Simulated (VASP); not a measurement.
Here is the system:

```xyz
3
Lattice="-1.6082 1.6082 3.9339 1.6082 -1.6082 3.9339 1.6082 1.6082 -3.9339" Properties=species:S:1:pos:R:3 pbc="T T T"
Si     0.0000     0.0000     5.2313
Si     0.0000     0.0000     2.6365
Mo     0.0000     0.0000     0.0000
```

Level of theory: PBE GGA, VASP's PBE PAW potentials (set 64) (plane waves; VASP). Numerical set-up: 480 eV cut-off, 12×12×12 Γ-centred mesh, first-order Methfessel-Paxton smearing of 0.10 eV, potentials Si Mo_sv.

Energy and stress use the plane-wave basis of the starting cell.

Question: The ions, cell shape and volume at an external pressure of 30.0 GPa are relaxed. Which structure does the run end with?

Answer: 
```xyz
3
Lattice="-1.5444 1.5444 3.8121 1.5444 -1.5444 3.8121 1.5444 1.5444 -3.8121" Properties=species:S:1:pos:R:3 pbc="T T T"
Si     0.0000     0.0000     5.0818
Si     0.0000     0.0000     2.5425
Mo     0.0000     0.0000     0.0000
```
Space group I4/mmm (139), at a tolerance of 0.03 Å.

Question: How do energy and volume change from the first to the last step?

Answer: The energy (σ→0) changes by +123.4 meV/atom and the volume by -10.6 %, in 9 ionic steps.

The compound is MoSi2 in the MoSi2 type structure. This run relaxes it under an external pressure of 30 GPa. Symmetry was kept, so distortions that lower it aren't found.
